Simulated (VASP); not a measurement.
Data:

```
CELL_PARAMETERS angstrom
      2.85757     0.00000     0.00000
     -1.42878     2.47473     0.00000
      0.00000     0.00000     4.69789
ATOMIC_POSITIONS crystal
  Si 0.00000 0.00000 0.00000
  Si 0.00000 0.00000 0.50000
  C  0.33333 0.66667 0.25000
  C  0.66667 0.33333 0.75000
```

Computed with r2SCAN meta-GGA, VASP's PBE PAW potentials (set 64) (plane waves; VASP 6.6.1). Numerical set-up: 520 eV cut-off, 14×14×7 Γ-centred mesh, tetrahedra with Blöchl corrections, potentials Si C.

Give the energies of bands 3 to 11 at the high-symmetry points, in eV from the Fermi level.

```json
[
 {"band": "3", "Γ": "-11.78", "M": "-8.80", "K": "-11.51", "A": "-5.71", "L": "-11.07", "H": "-10.04"},
 {"band": "4", "Γ": "-0.84", "M": "-8.63", "K": "-7.51", "A": "-5.71", "L": "-11.07", "H": "-10.04"},
 {"band": "5", "Γ": "-0.84", "M": "-7.10", "K": "-5.64", "A": "-0.44", "L": "-3.12", "H": "-8.53"},
 {"band": "6", "Γ": "-0.22", "M": "-5.19", "K": "-5.64", "A": "-0.44", "L": "-3.12", "H": "-8.53"},
 {"band": "7", "Γ": "-0.22", "M": "-4.25", "K": "-5.41", "A": "-0.44", "L": "-3.01", "H": "-1.19"},
 {"band": "8", "Γ": "0.33", "M": "-0.95", "K": "-5.41", "A": "-0.44", "L": "-3.01", "H": "-1.19"},
 {"band": "9", "Γ": "5.75", "M": "2.38", "K": "-0.91", "A": "6.19", "L": "3.15", "H": "4.54"},
 {"band": "10", "Γ": "6.20", "M": "3.65", "K": "9.79", "A": "6.19", "L": "3.15", "H": "4.54"},
 {"band": "11", "Γ": "8.50", "M": "6.00", "K": "9.79", "A": "7.54", "L": "4.82", "H": "5.28"}
]
```

It has no gap at this level: it comes out as a metal or semimetal.

The structure was generated: SiC was put into the NiAs type (P6_3/mmc), which need not be its known phase. It was relaxed first, which changed the volume by -32 %.
